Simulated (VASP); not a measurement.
Method: PBE GGA, VASP's PBE PAW potentials (set 64) (plane waves; VASP).

VASP ran on this input.

### INCAR
```
! general
SYSTEM  =  SiC
PREC    =  Accurate
ENCUT   =  600
LREAL   =  .False.
LASPH   =  .True.

! electronic loop
EDIFF   =  1E-7
NELM    =  100
ALGO    =  Normal

! smearing
ISMEAR  =  0
SIGMA   =  0.05

! functional
GGA     =  PE

! ions
ISIF    =  2

! output
LWAVE   =  .False.
LCHARG  =  .False.
```

POSCAR:
```
SiC
10.1517170
  0.1522476459  -0.2637006337   0.0000000000
  0.1522476459   0.2637006337   0.0000000000
  0.0000000000   0.0000000000   0.5000000017
Si C
2 2
direct
  0.6666670000   0.3333330000   0.4995769961
  0.3333330000   0.6666670000   0.9995769961
  0.6666670000   0.3333330000   0.8754230039
  0.3333330000   0.6666670000   0.3754230039
```

**KPOINTS**
```
Automatic mesh
0
Gamma
8 8 4
0 0 0
```

POTCAR, in this order: Si C (PBE.64 set). Program: vasp_std.

Question: Predict the energy per atom (σ→0).

Answer: 
The energy per atom (σ→0) comes out as -7.528 eV/atom.

**OSZICAR**
```
...
DAV:   8    -0.301127910717E+02    0.15390E-01   -0.47674E-02   844   0.164E+00    0.541E-01
DAV:   9    -0.301120615644E+02    0.72951E-03   -0.65681E-03   876   0.624E-01    0.132E-01
DAV:  10    -0.301123275340E+02   -0.26597E-03   -0.74235E-04   848   0.196E-01    0.553E-02
DAV:  11    -0.301123413518E+02   -0.13818E-04   -0.12284E-04   848   0.863E-02    0.126E-02
DAV:  12    -0.301123426057E+02   -0.12539E-05   -0.43624E-06   872   0.172E-02    0.306E-03
DAV:  13    -0.301123430611E+02   -0.45537E-06   -0.24406E-07   804   0.418E-03    0.180E-03
DAV:  14    -0.301123431226E+02   -0.61555E-07   -0.17607E-08   520   0.118E-03
   1 F= -.30112343E+02 E0= -.30112343E+02  d E =-.103450E-17
```

The compound is SiC in the wurtzite structure, the rare 2H polytype. It was relaxed first.
